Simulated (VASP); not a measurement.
CuTe, 4 atoms in the cell. It takes space group Pmmn (No. 59, orthorhombic). The conventional cell has a = 2.922 Å, b = 4.143 Å, c = 6.194 Å, α = 90.00°, β = 90.00°, γ = 90.00°. Around Cu (site symmetry mm2) lie 6 Cu at 2.59 to 2.92 Å and 4 Te at 2.65 Å. Te (site symmetry mm2) is surrounded by 4 Cu at 2.65 Å and 2 Te at 2.92 Å. 

| Quantity | Value |
| --- | --- |
| Program | VASP 6.6.1 |
| Task | vibrations by finite differences |
| Functional | PBEsol |
| Dispersion | D3(BJ) |
| Potentials or basis | VASP PAW PBE potentials, release 64 (Cu, Te) |
| Cutoff | 520 eV |
| k mesh | 2 × 2 × 1 |
| Occupations | gaussian, width 0.02 eV |
| Spin | no spin polarisation |
| Further INCAR settings | ALGO = Normal; EDIFF = 1e-08; NBANDS = 25; IBRION = 6; POTIM = 0.015; NSW = 1 |

Potentials or basis: VASP PAW PBE potentials, release 64 (Cu, Te).

Run with:

```console
$ cat potpaw_PBE.64/Cu/POTCAR potpaw_PBE.64/Te/POTCAR > POTCAR
$ mpirun -np 4 vasp_std > vasp.out
```

Hardware: 4 MPI ranks on Intel(R) Xeon(R) Platinum 8259CL CPU @ 2.50GHz (Skylake/Cascade Lake) (shared host).

Question: Estimate the wall time of this run.

Answer: Wall time 76 s on 4 MPI ranks on Intel(R) Xeon(R) Platinum 8259CL CPU @ 2.50GHz (Skylake/Cascade Lake) (shared host), peak memory 0.14 GiB a rank. Counts: scf iterations 133, k points 4.
